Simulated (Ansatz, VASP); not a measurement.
Li3B: VASP beside Ansatz

File INCAR:

```
PREC = Accurate
ENCUT = 600
EDIFF = 1E-6
ISMEAR = 0
SIGMA = 0.1
LREAL = False
LASPH = True
NELM = 60
ALGO = Normal
ISIF = 3
LWAVE = False
LCHARG = False
GGA = PE
IBRION = 2
NSW = 90
EDIFFG = -0.04
```

The input KPOINTS:

```
regular mesh
0
Gamma
  4 4 4
```

File POSCAR:

```
Li3B
1.0
    5.1787902100      0.0000000000      0.0000000000
    0.0000000000      5.1787902100      0.0000000000
    0.0000000000      0.0000000000      3.8425643200
Li B
6 2
Direct
    0.2500000000      0.7500000000      0.0000000000
    0.7500000000      0.7500000000      0.0000000000
    0.7500000000      0.2500000000      0.0000000000
    0.2500000000      0.2500000000      0.0000000000
    0.5000000000      0.0000000000      0.4939999900
    0.0000000000      0.5000000000      0.5060000100
    0.5000000000      0.0000000000      0.9336000100
    0.0000000000      0.5000000000      0.0663999900
```

Input for Ansatz:

```yaml
crystal:
  lattice:
    - [5.17879021, 0.0, 0.0]
    - [0.0, 5.17879021, 0.0]
    - [0.0, 0.0, 3.84256432]
  atoms:
    - { symbol: Li, position: [0.25, 0.75, 0.0] }
    - { symbol: Li, position: [0.75, 0.75, 0.0] }
    - { symbol: Li, position: [0.75, 0.25, 0.0] }
    - { symbol: Li, position: [0.25, 0.25, 0.0] }
    - { symbol: Li, position: [0.5, 0.0, 0.49399999] }
    - { symbol: Li, position: [0.0, 0.5, 0.50600001] }
    - { symbol: B, position: [0.5, 0.0, 0.93360001] }
    - { symbol: B, position: [0.0, 0.5, 0.06639999] }
basis:
  ecutwfc: 420
kpoints:
  mp_grid: { grid: [4, 4, 4] }
hamiltonian:
  xc: pbe
scf:
  occupations: { method: gaussian, width: 0.1 }
  lower_state_search: "off"
output:
  forces: true
  stress: true
  eigenvalues: true
relax:
  adjacent_minimum: "off"
  f_tol: 0.04
  max_steps: 70
  cell: { stress_tol: 0.4 }
```

Change from the starting cell: species swapped into the WO3 type (P4/nmm, No. 129).

Alike in both runs: task relaxation of cell and atoms; functional PBE; k mesh 4 × 4 × 4; occupations gaussian, width 0.1 eV; no spin polarisation.

|  | VASP | Ansatz |
| --- | --- | --- |
| version | VASP 6.6.1 | Ansatz 0.2.0 |
| potentials or method | VASP PAW PBE potentials, release 64 (Li_sv, B) | scalar-relativistic, plane waves, PAW |
| plane-wave cutoff (eV) | 600 | 420 |
| valence electrons in the cell | 24 | 24 |

```tsv
	VASP	Ansatz	Ansatz less VASP
gap on the k mesh at the Fermi level, each at its own relaxed structure (eV)	none	none	-
relaxed volume (Å³/atom)	20.74	22.05	+1.318
relaxed cell length with the largest relative difference (Å)	6.148	6.301	+0.1526
energy change over the relaxation (meV/atom)	-529	-545	-15.9
```

A gap of «none» marks a metal or a gap that the smearing closes. One of these differences is far larger than is usual between the two programs; its cause wasn't traced.

Caveats: the k mesh is coarse (spacing up to 0.41 Å⁻¹), so the values aren't converged; the cutoff is under 1.25 times the usual one of these potentials, so pressure, stress and relaxed cells hold a basis-set (Pulay) error (VASP); the volume moved by over 15 % at a fixed basis, so the end points are rough (VASP).
